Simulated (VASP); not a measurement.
Input:

```
CELL_PARAMETERS angstrom
      1.74267    -3.01840     0.00000
      1.74267     3.01840     0.00000
      0.00000     0.00000    14.69340
ATOMIC_POSITIONS crystal
  Te 0.33333 0.66667 0.87061
  Te 0.66667 0.33333 0.37061
  Te 0.66667 0.33333 0.12939
  Te 0.33333 0.66667 0.62939
  Mo 0.33333 0.66667 0.25000
  Mo 0.66667 0.33333 0.75000
```

The numbers are results of PBE GGA, VASP's PBE PAW potentials (set 64) (plane waves; VASP), not measurements. Numerical set-up: 520 eV cut-off, 7×7×2 Γ-centred mesh, Gaussian smearing of 0.050 eV, potentials Te Mo_sv.

Without a dispersion term in the relaxation, distances and binding between the weakly bound layers, chains or molecules are unreliable, and so is what depends on them.

Q: The ions and cell shape at fixed volume are relaxed. What does this cell relax into?

A: 
```
CELL_PARAMETERS angstrom
      1.76794    -3.06217     0.00000
      1.76794     3.06217     0.00000
      0.00000     0.00000    14.27635
ATOMIC_POSITIONS crystal
  Te 0.33333 0.66667 0.87698
  Te 0.66667 0.33333 0.37698
  Te 0.66667 0.33333 0.12302
  Te 0.33333 0.66667 0.62302
  Mo 0.33333 0.66667 0.25000
  Mo 0.66667 0.33333 0.75000
```
Space group P6_3/mmc (194), at a tolerance of 0.03 Å.

Q: How much energy does the relaxation gain?

A: The energy (σ→0) changes by -24.2 meV/atom, in 8 ionic steps.

The compound is MoTe2 in the 2H layered structure. This cell is one point of a volume scan, at 0.94 of the reference volume. Symmetry was kept, so distortions that lower it aren't found.
